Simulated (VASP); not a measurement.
# Be3CdTe4 (P1) in VASP: relaxation of cell and atoms with PBE

Aim: the relaxation of cell and atoms of Be3CdTe4 with PBE.

Program: VASP 6.6.1. These are calculated values, not measurements. Logs are shortened: lines on timing, memory, paths and dates and some standing lists are left out, and cuts for length are marked.

### Step 1. The structure

The typed cell holds 16 atoms: a = 8.280 Å, b = 7.245 Å, c = 6.617 Å, α = 92.12°, β = 89.00°, γ = 89.37°.

The cell was built by a generator and needn't be a form met in nature.

### Step 2. Relaxation of cell and atoms, PBE

File INCAR:

```
PREC     = Normal         # precision mode
ENCUT    = 520            # plane-wave cutoff, eV
EDIFF    = 1E-5           # SCF threshold, eV
ISMEAR   = 0              # smearing method
SIGMA    = 0.05           # smearing width, eV
LREAL    = Auto         
LASPH    = T              # aspherical terms in the spheres
NELM     = 80             # most SCF steps
ALGO     = Fast           # electronic algorithm
ISIF     = 3              # what is computed and relaxed
LWAVE    = F              # write WAVECAR
LCHARG   = F              # write CHGCAR
GGA      = PE             # functional
IBRION   = 2              # ionic algorithm
NSW      = 110            # ionic steps
EDIFFG   = -0.03          # ionic threshold
ISYM     = 0            
KPAR     = 2
```

File KPOINTS:

```
regular mesh
0
Gamma
  2 3 3
```

File POSCAR:

```
Be3CdTe4
1.0
    8.2795294000      0.0462856700      0.0712858300
    0.0399259200      7.2435631200     -0.1314761700
    0.0586579400     -0.1254186800      6.6153719200
Be Cd Te
6 2 8
Direct
    0.7428943100      0.6727130900      0.4996689200
    0.2462410800      0.6977394600      0.5166779900
    0.4940398300      0.8276399900      0.0279432300
    0.9905621500      0.1758945100      0.5190069300
    0.2611028200      0.3273248700      0.9812980100
    0.7543493300      0.3461783400      0.0200777300
    0.0143324000      0.8574628100      0.0024389500
    0.4943735900      0.1488608600      0.5052866800
    0.9886696500      0.8311952100      0.4441719700
    0.5160093900      0.7962087600      0.3609085400
    0.7027548400      0.6691700300      0.8840086800
    0.2826810200      0.6544694900      0.8700708000
    0.2340324800      0.3322418100      0.3824967700
    0.8008141100      0.3504713400      0.3567305900
    0.4831925600      0.1462972600      0.9115747100
    0.0104696700      0.1991008800      0.8600232200
```

Potentials or basis: VASP PAW PBE potentials, release 64 (Be, Cd, Te).

Run with:

```sh
cat potpaw_PBE.64/Be/POTCAR potpaw_PBE.64/Cd/POTCAR potpaw_PBE.64/Te/POTCAR > POTCAR
mpirun -np 2 vasp_std > vasp.out
```

OUTCAR:

```text
PREC = Normal
   ENCUT = 520
   EDIFF = 1E-5
   ISMEAR = 0
   LREAL = Auto
   LASPH = T
   NELM = 80
   ISIF = 3
   GGA = PE
   IBRION = 2
   NSW = 110
   EDIFFG = -0.03
   ISYM = 0

 ion  position               nearest neighbor table
   1  0.743  0.673  0.500-  10 2.29   9 2.38  14 2.52  11 2.56
   2  0.246  0.698  0.517-  12 2.39   9 2.40  10 2.56  13 2.76
   3  0.494  0.828  0.028-  10 2.23  11 2.24  12 2.40  15 2.46
   4  0.991  0.176  0.519-  16 2.27  14 2.31  13 2.50   9 2.53
   5  0.261  0.327  0.981-  15 2.28  16 2.42  12 2.51  13 2.66
   6  0.754  0.346  0.020-  14 2.27  16 2.56  11 2.57  15 2.78
   7  0.014  0.857  0.002-  16 2.68  12 2.76   9 2.94  11 3.03   9 3.70
   8  0.494  0.149  0.505-  13 2.67  15 2.69  10 2.70  14 3.10
   9  0.989  0.831  0.444-   1 2.38   2 2.40   4 2.53   7 2.94   7 3.70
  10  0.516  0.796  0.361-   3 2.23   1 2.29   2 2.56   8 2.70  11 3.57
  11  0.703  0.669  0.884-   3 2.24   1 2.56   6 2.57   7 3.03  12 3.48  10 3.57
  12  0.283  0.654  0.870-   2 2.39   3 2.40   5 2.51   7 2.76  11 3.48
  13  0.234  0.332  0.382-   4 2.50   5 2.66   8 2.67   2 2.76  14 3.60
  14  0.801  0.350  0.357-   6 2.27   4 2.31   1 2.52   8 3.10  13 3.60
  15  0.483  0.146  0.912-   5 2.28   3 2.46   8 2.69   6 2.78
  16  0.010  0.199  0.860-   4 2.27   5 2.42   6 2.56   7 2.68

IMPORTANT INFORMATION: All symmetrisations will be switched off!
NOSYMM: (Re-)initialisation of all symmetry stuff for point group C_1.

----------------------------------------------------------------------------------------

                                     Primitive cell

  volume of cell :     396.5659

  direct lattice vectors                    reciprocal lattice vectors
     8.279529400  0.046285670  0.071285830     0.120792977 -0.000685477 -0.001084057
     0.039925920  7.243563120 -0.131476170    -0.000794666  0.138105637  0.002625346
     0.058657940 -0.125418680  6.615371920    -0.001317433  0.002752145  0.151226939

  length of vectors
     8.279965647  7.244866233  6.616820705     0.120799786  0.138132874  0.151257718

  position of ions in fractional coordinates (direct lattice)
     0.742894310  0.672713090  0.499668920
     0.246241080  0.697739460  0.516677990
     0.494039830  0.827639990  0.027943230
     0.990562150  0.175894510  0.519006930
     0.261102820  0.327324870  0.981298010
     0.754349330  0.346178340  0.020077730
[... 8 lines left out ...]
     0.483192560  0.146297260  0.911574710
     0.010469670  0.199100880  0.860023220

  ion indices of the primitive-cell ions
   primitive index   ion index
                 1           1
                 2           2
                 3           3
                 4           4
                 5           5
                 6           6
[... 8 lines left out ...]
                15          15
                16          16

----------------------------------------------------------------------------------------

 KPOINTS: regular mesh

Automatic generation of k-mesh.
 Grid dimensions read from file:
 generate k-points for:    2    3    3

 Generating k-lattice:

  Cartesian coordinates                     Fractional coordinates (reciprocal lattice)
     0.060396489 -0.000342739 -0.000542028     0.500000000  0.000000000  0.000000000
    -0.000264889  0.046035212  0.000875115     0.000000000  0.333333333  0.000000000
    -0.000439144  0.000917382  0.050408980     0.000000000 -0.000000000  0.333333333

  Length of vectors
     0.060399893  0.046044291  0.050419239

  Shift w.r.t. Gamma in fractional coordinates (k-lattice)
     0.000000000  0.000000000  0.000000000

 Subroutine IBZKPT returns following result:
 ===========================================

 Found     10 irreducible k-points:

 Following reciprocal coordinates:
            Coordinates               Weight
  0.000000  0.000000  0.000000      1.000000
  0.500000 -0.000000  0.000000      1.000000
  0.000000  0.333333  0.000000      2.000000
  0.500000  0.333333 -0.000000      2.000000
 -0.000000 -0.000000  0.333333      2.000000
  0.500000 -0.000000  0.333333      2.000000
  0.000000  0.333333  0.333333      2.000000
  0.500000  0.333333  0.333333      2.000000
 -0.000000 -0.333333  0.333333      2.000000
  0.500000 -0.333333  0.333333      2.000000
   k-points           NKPTS =     10   k-points in BZ     NKDIM =     10   number of bands    NBANDS=     51
   number of dos      NEDOS =    301   number of ions     NIONS =     16
   total plane-waves  NPLWV =  76800
   dimension x,y,z NGX =    48 NGY =   40 NGZ =   40
   dimension x,y,z NGXF=    96 NGYF=   80 NGZF=   80
   ions per type =               6   2   8
   NGX,Y,Z   is equivalent  to a cutoff of   9.64,  9.18, 10.05 a.u.
   NGXF,Y,Z  is equivalent  to a cutoff of  19.27, 18.36, 20.10 a.u.
 SYSTEM =  unknown system
   PREC   = normal    normal or accurate (medium, high low for compatibility)
   ISTART =      0    job   : 0-new  1-cont  2-samecut
   ICHARG =      2    charge: 1-file 2-atom 10-const
   ISPIN  =      1    spin polarized calculation?
   LNONCOLLINEAR =      F non collinear calculations
   LSORBIT =      F    spin-orbit coupling
   LASPH  =      T    aspherical Exc in radial PAW
   ENCUT  =  520.0 eV  38.22 Ry    6.18 a.u.  15.40 13.47 12.30*2*pi/ulx,y,z
   NELM   =     80;   NELMIN=  2; NELMDL= -5     # of ELM steps
   EDIFF  = 0.1E-04   stopping-criterion for ELM
   LREAL  =      T    real-space projection
   EDIFFG = -.3E-01   stopping-criterion for IOM
   NSW    =    110    number of steps for IOM
   IBRION =      2    ionic relax: 0-MD 1-quasi-New 2-CG
   NFREE  =      1    steps in history (QN), initial steepest desc. (CG)
   ISIF   =      3    stress and relaxation
   ISYM   =      0    0-nonsym 1-usesym 2-fastsym
   POTIM  = 0.5000    time-step for ionic-motion
   TEBEG  =    0.0;   TEEND  =   0.0 temperature during run
   PSTRESS=    0.0 pullay stress
   NELECT =      84.0000    total number of electrons
   NUPDOWN=      -1.0000    fix difference up-down
   EMIN   =  10.00;   EMAX   =-10.00  energy-range for DOS
   EFERMI =   0.00;   METHOD = LEGACY
   ISMEAR =     0;   SIGMA  =   0.05  broadening in eV -4-tet -1-fermi 0-gaus
   EFERMI_NEDOS =   21; number of points for ismear=-14 and -15
   IALGO  =     68    algorithm
   IMIX   =      4    mixing-type and parameters
     AMIX     =   0.40;   BMIX     =  1.00
     AMIX_MAG =   1.60;   BMIX_MAG =  1.00
  volume/ion in A,a.u.               =      24.79       167.26
  Fermi-wavevector in a.u.,A,eV,Ry     =   0.975879  1.844145 12.957380  0.952341
  Thomas-Fermi vector in A             =   2.106454
   LORBIT       =      0    0 simple, 1 ext, 2 COOP (PROOUT), +10 PAW based schemes
   GGA     = PE    functional components
   LHFCALC =     F    Hartree Fock is set to
   AEXX    =    0.0000 exact exchange contribution
   IVDW    =     0    specifies the selected vdW correction
   LEPSILON=     F    determine dielectric tensor
   LRPA    =     F    only Hartree local field effects (RPA)
 conjugate gradient relaxation of ions
 non-spin polarized calculation
 RMM-DIIS sequential band-by-band and
 Gauss-broadening in eV      SIGMA  =   0.05
  energy-cutoff  :      520.00
  volume of cell :      396.57
 maximum number of plane-waves:     10698
   NGX = 31   NGY = 27   NGZ = 25

--------------------------------------- Ionic step        1  -------------------------------------------

 number of electron      83.9999990 magnetization

 Free energy of the ion-electron system (eV)
  ---------------------------------------------------
  ext. energy  EPLUGINS =         0.00000000
  ---------------------------------------------------
  free energy    TOTEN  =       -52.56616533 eV

  energy without entropy =      -52.56616533  energy(sigma->0) =      -52.56616533

------------------------ aborting loop because EDIFF is reached ----------------------------------------

  FORCE on cell =-STRESS in cart. coord.  units (eV):
  Direction    XX          YY          ZZ          XY          YZ          ZX
  --------------------------------------------------------------------------------------
  -------------------------------------------------------------------------------------
  Total        8.6276888      2.6807136     15.2683375     -5.2106647      1.8276256      0.7353256
  in kB       34.8569750     10.8304287     61.6860523    -21.0517573      7.3838433      2.9708101
  external PRESSURE =      35.7911520 kB  Pullay stress =       0.0000000 kB
[... 131 lines left out ...]
  FREE ENERGIE OF THE ION-ELECTRON SYSTEM (eV)
  ---------------------------------------------------
  free  energy   TOTEN  =       -53.9927049065 eV

  energy  without entropy=      -53.9927049065  energy(sigma->0) =      -53.99270491

[... ionic steps 4 to 13 ...]

--------------------------------------- Ionic step       14  -------------------------------------------

 number of electron      84.0000025 magnetization

------------------------ aborting loop because EDIFF is reached ----------------------------------------

  FORCE on cell =-STRESS in cart. coord.  units (eV):
  Direction    XX          YY          ZZ          XY          YZ          ZX
  --------------------------------------------------------------------------------------
  -------------------------------------------------------------------------------------
  Total       -0.0736578     -0.1275397     -0.2480749     -0.0331356      0.0168283      0.0222103
  in kB       -0.2870463     -0.4970258     -0.9667545     -0.1291303      0.0655805      0.0865541
  external PRESSURE =      -0.5836089 kB  Pullay stress =       0.0000000 kB
[... 85 lines left out ...]
  energy  without entropy=      -54.7145080359  energy(sigma->0) =      -54.71450804

--------------------------------------- Ionic step       16  -------------------------------------------

 number of electron      84.0000025 magnetization

 Free energy of the ion-electron system (eV)
  ---------------------------------------------------
  ext. energy  EPLUGINS =         0.00000000
  ---------------------------------------------------
  free energy    TOTEN  =       -54.71522461 eV

  energy without entropy =      -54.71522461  energy(sigma->0) =      -54.71522461

 E-fermi :   4.3170     XC(G=0):  -8.8674

 val. band max:        4.0996495228   @ k =   0.0000   0.0000   0.0000
 cond. band min:       6.0711750631   @ k =   0.0000   0.3333   0.0000
 fundamental gap:      1.9715255404
 Fermi energy:         4.3169841957

 k-point     1 :       0.0000    0.0000    0.0000
  band No.  band energies     occupation
      1      -7.8151      2.00000
      2      -6.9231      2.00000
      3      -6.8407      2.00000
      4      -6.7952      2.00000
      5      -6.6385      2.00000
      6      -6.4581      2.00000
[... 572 lines left out ...]
  FREE ENERGIE OF THE ION-ELECTRON SYSTEM (eV)
  ---------------------------------------------------
  free  energy   TOTEN  =       -54.7152246062 eV

  energy  without entropy=      -54.7152246061  energy(sigma->0) =      -54.71522461

 reached required accuracy - stopping structural energy minimisation
```

Wall time 6.3 min (2 MPI ranks of Intel Xeon Platinum 8488C (Sapphire Rapids), shared host); peak memory 0.36 GiB.

Results:

| Quantity | Value |
| --- | --- |
| Free energy | -54.7152 eV |
| Relaxed volume | 25.65 Å³/atom |
| Relaxed cell | a = 8.366 Å, b = 7.168 Å, c = 6.844 Å, α = 90.01°, β = 90.03°, γ = 89.95° |
| Space group after relaxing (to 0.05 Å) | Pm (No. 6) |
| Energy gained by relaxing | 134.3 meV/atom |
| Ionic steps | 16 |
| Pressure after relaxing | 0.0 GPa |
| Largest force after relaxing | 0.026 eV/Å |
| Band gap on the k mesh | 1.97 eV, indirect (least direct gap 1.98 eV) |

Forces on the atoms (eV/Å):
```
Be   0.004  0.003 -0.002
Be   0.013  0.015  0.005
Be   0.011 -0.013 -0.001
Be  -0.007  0.007  0.003
Be  -0.005  0.004 -0.001
Be  -0.004 -0.002  0.011
Cd  -0.003 -0.015 -0.003
Cd   0.002  0.000  0.026
Te  -0.010  0.013 -0.006
Te   0.005 -0.001 -0.009
Te   0.002  0.005 -0.006
Te   0.006  0.008 -0.016
Te  -0.018  0.003  0.002
Te  -0.002 -0.015 -0.015
Te   0.001 -0.003  0.010
Te   0.005 -0.010  0.003
```

The path:
| step | energy change (eV) | largest force (eV/Å) | pressure (GPa) | volume (Å³) |
| --- | --- | --- | --- | --- |
| 1 | 0.0000 | 2.6378 | 3.58 | 396.57 |
| 2 | -1.4187 | 0.9512 | -1.76 | 428.94 |
| 3 | -1.4265 | 0.8920 | -2.05 | 431.58 |
| 4 | -1.8737 | 0.6791 | -0.70 | 416.89 |
| 5 | -1.9875 | 0.5761 | 0.74 | 405.08 |
| 6 | -2.0955 | 0.3272 | 0.26 | 408.69 |
| 7 | -2.1054 | 0.2441 | 0.10 | 410.16 |
| 8 | -2.1296 | 0.1468 | -0.15 | 411.87 |
| 9 | -2.1313 | 0.1248 | -0.21 | 412.43 |
| 10 | -2.1392 | 0.1036 | 0.03 | 410.16 |
| 11 | -2.1400 | 0.1269 | 0.23 | 408.72 |
| 12 | -2.1451 | 0.0854 | 0.14 | 409.63 |
| 13 | -2.1460 | 0.0791 | 0.06 | 410.15 |
| 14 | -2.1483 | 0.0420 | -0.06 | 411.13 |
| 15 | -2.1483 | 0.0418 | -0.07 | 411.13 |
| 16 | -2.1491 | 0.0262 | 0.02 | 410.45 |

Final structure:
```
CELL_PARAMETERS angstrom
8.36613 0.00507 -0.00292
0.00178 7.16802 -0.00195
-0.00122 0.00061 6.84443
ATOMIC_POSITIONS crystal
Be 0.75132 0.66438 0.50918
Be 0.24906 0.66346 0.50840
Be 0.50027 0.82265 0.00837
Be 0.00198 0.18176 0.50793
Be 0.25253 0.33950 0.00742
Be 0.75017 0.34000 0.00787
Cd 0.00096 0.84104 0.01525
Cd 0.50217 0.16347 0.51189
Te 0.00040 0.84454 0.42644
Te 0.50012 0.79402 0.36950
Te 0.72832 0.65502 0.87020
Te 0.27292 0.65455 0.86963
Te 0.22934 0.34914 0.36819
Te 0.77444 0.35006 0.36929
Te 0.50121 0.15974 0.92398
Te 0.00130 0.20964 0.86884
```

Levels at points of the mesh, in eV from the valence-band top:
```
           k point  band 39  band 40  band 41  band 42  band 43  band 44  band 45  band 46
(0.00, 0.00, 0.00)    -0.63    -0.21    -0.08     0.00     1.98     2.10     2.55     3.05
(0.50, 0.00, 0.00)    -0.73    -0.73    -0.64    -0.64     2.73     2.73     3.14     3.15
```

Caveat: spin-orbit coupling is left out, which moves the levels of the heavy elements; an odd mesh through Γ misses points on the zone boundary, where band edges often lie.
